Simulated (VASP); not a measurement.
An input for Ansatz (written as the equivalent of a VASP run, and not itself run):

Ansatz 0.2 input:
```yaml
crystal:
  lattice:
    - [-0.0090368, 4.5321422, 4.5343267]
    - [4.5321422, -0.0090368, 4.5343267]
    - [2.2615527, 2.2615527, 0.0000000]
  atoms:
    - { symbol: In, position: [0.9988688, 0.9988688, 0.0022624] }
    - { symbol: N, position: [0.1456460, 0.1456460, 0.2087080] }
    - { symbol: N, position: [0.1340692, 0.5966692, 0.2692616] }
    - { symbol: N, position: [0.5966692, 0.1340692, 0.2692616] }
    - { symbol: N, position: [0.6253194, 0.6253194, 0.2493612] }
    - { symbol: Al, position: [0.0016290, 0.4991033, 0.9992677] }
    - { symbol: Al, position: [0.4991033, 0.0016290, 0.9992677] }
    - { symbol: Al, position: [0.4986951, 0.4986951, 0.0026098] }
kpoints:
  mp_grid: { grid: [5, 5, 9] }
hamiltonian:
  xc: pbesol
  pseudopotentials: { kind: paw }
scf:
  occupations: { method: tetrahedron }
  max_iter: 100
output: { forces: true, stress: true, eigenvalues: true }
```

Question: Translate this input to VASP (INCAR, KPOINTS, POSCAR, choice of POTCAR).

Answer: Several could match; the one computed here: 
INCAR:
```
SYSTEM  =  Al3InN4
PREC  =  Accurate; ENCUT  =  520; LREAL  =  .FALSE.
LASPH  =  .TRUE.
EDIFF  =  1E-7; NELM  =  100; ALGO  =  Normal
LMAXMIX  =  4
ISMEAR  =  -5
GGA  =  PS
ISIF  =  2
LWAVE  =  .FALSE.; LCHARG  =  .TRUE.; LORBIT  =  11
NEDOS  =  601
LEFG  =  .TRUE.
```

**KPOINTS**
```
Automatic mesh
0
Gamma
5 5 9
```

**POSCAR**
```
Al3InN4
1
   -0.0090367549     4.5321421677     4.5343267232
    4.5321421677    -0.0090367549     4.5343267232
    2.2615527064     2.2615527064     0.0000000000
In N Al
1 4 3
Direct
  0.9988687908   0.9988687908   0.0022624184
  0.1456460102   0.1456460102   0.2087079796
  0.1340691985   0.5966692339   0.2692615676
  0.5966692339   0.1340691985   0.2692615676
  0.6253193970   0.6253193970   0.2493612061
  0.0016289736   0.4991032975   0.9992677289
  0.4991032975   0.0016289736   0.9992677289
  0.4986950986   0.4986950986   0.0026098028
```

POTCAR, in this order: In_d N Al (PBE.64 set). Program: vasp_std.

The two are equivalent in intent, not identical: each code has its own PAW files, so the cut-off isn't converted (ENCUT is set for VASP's; basis.ecutwfc is left out, and Ansatz then takes the one that its files recommend); Ansatz stops its SCF on the density residual and VASP on the energy change (EDIFF); the field gradients of LEFG aren't asked of the other code.

The structure was generated: Al3InN4 was put into an ordered model structure (Amm2), which need not be its known phase. It was relaxed first.
